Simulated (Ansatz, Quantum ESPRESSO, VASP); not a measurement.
# Code comparison for CaC₂ (P-1, 6 atoms in the cell)

Self-consistent single point, at a second geometry (lattice scaled by 0.98). First geometry:

```
CELL_PARAMETERS angstrom
      3.87625     0.00000     0.00000
      1.84964     3.53935     0.00000
      0.41179     1.00694     7.21993
ATOMIC_POSITIONS crystal
  Ca 0.22555 0.98060 0.75247
  Ca 0.77445 0.01940 0.24753
  C  0.13145 0.40051 0.06016
  C  0.86855 0.59949 0.93984
  C  0.44816 0.63441 0.43396
  C  0.55184 0.36559 0.56604
```

Shared settings, as Ansatz (an electronic-structure program) writes them: kpoints.mp_grid.grid = 7 6 3; scf.occupations.method = fixed. Potentials and cutoffs stand in the table.

```tsv
code	model	ΔF from the first geometry (meV/atom)	pressure (GPa)	largest force (eV/Å)	gap on the mesh (eV)	cutoff
VASP	LDA (PZ), VASP's LDA PAW potentials (set 64)	-15.0	-0.43	1.598	2.343	400 eV
Quantum ESPRESSO	LDA (PZ), GBRV 1.5 ultrasoft (LDA) pseudopotentials	-16.3	0.09	1.678	2.365	40 Ry
Ansatz	LDA (PW92), default PAW files made with PBE	-17.9	-0.32	1.480	2.355	default
```

For VASP (by 0.7 GPa) the energy change implies a higher mean pressure, against the two pressures, than for the other programs: a sign of finite-basis (Pulay) stress.

Size of the force on each atom (eV/Å): Sizes of forces hide their directions.

| code | Ca1 | Ca2 | C3 | C4 | C5 | C6 |
|---|---|---|---|---|---|---|
| VASP | 0.006 | 0.006 | 1.566 | 1.566 | 1.598 | 1.598 |
| Quantum ESPRESSO | 0.004 | 0.004 | 1.646 | 1.646 | 1.678 | 1.678 |
| Ansatz | 0.004 | 0.004 | 1.450 | 1.450 | 1.480 | 1.480 |

Gaps are read on the mesh.

The spread over the programs that give each value: ΔF from the first geometry within 2.9 meV/atom; pressure within 0.52 GPa; largest force within 0.198 eV/Å; gap on the mesh within 0.022 eV.

Ansatz's pressure is given at a fixed set of plane waves, as the other plane-wave codes print theirs; with its correction for the finite basis it is -0.04 GPa (the shift of 0.28 GPa shows how far the cutoff is from converged). The same LDA comes in different parametrisations, which differ slightly.

VASP's run is marked for a possible Pulay error in its stress at this cutoff; no cutoff test was made.

VASP ran the fixed occupations as a Gaussian smearing of 0.01 eV.

The starting cell comes from a database of computed structures (which also holds hypothetical and non-ambient phases and stackings), without a prior relaxation at this level. Its lattice was rescaled by a random factor within 2.5 % of one. For this run, on top of that: lattice scaled by 0.98.

Left out of this page: ABINIT, GPAW, CP2K and SIESTA (not drawn, or without a comparable value).

Keys are those of Ansatz 0.2.
